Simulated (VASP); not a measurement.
Data:

```
GaP
1.0
    0.00000     2.77669     2.77669
    2.77669     0.00000     2.77669
    2.77669     2.77669     0.00000
Ga P
1 1
Cartesian
  0.00000   0.00000   0.00000
  1.38834   1.38834   1.38834
```

The numbers are results of RPBE GGA, VASP's PBE PAW potentials (set 64) (plane waves; VASP), not measurements. Numerical set-up: 520 eV cut-off, Gaussian smearing of 0.050 eV, potentials Ga_d P.

Problem. Give the energies of bands 7 to 12 at the high-symmetry points, in eV from the valence-band maximum.

Solution. 
| band | Γ | X | U | L | W |
|---|---|---|---|---|---|
| 7 | 0.00 | -6.45 | -6.26 | -6.27 | -6.27 |
| 8 | 0.00 | -2.48 | -3.61 | -1.03 | -3.29 |
| 9 | 0.00 | -2.48 | -2.08 | -1.03 | -3.12 |
| 10 | 1.50 | 1.88 | 2.32 | 1.60 | 4.66 |
| 11 | 3.93 | 1.95 | 4.76 | 4.76 | 4.78 |
| 12 | 3.93 | 10.23 | 8.07 | 4.76 | 6.01 |

The gap is direct, 1.50 eV, from the valence maximum at Γ to the conduction minimum at Γ.

Measured: gap 2.43 eV (computed value off by -0.93 eV), as given by Wei Chen et al., Physical Review Materials (2018), doi:10.1103/physrevmaterials.2.073803 [zero-point renormalisation of 0.08 eV added back (the table's ZPR column)].

The compound is GaP in the zinc blende structure. It was relaxed first, which changed the volume by +6 %.
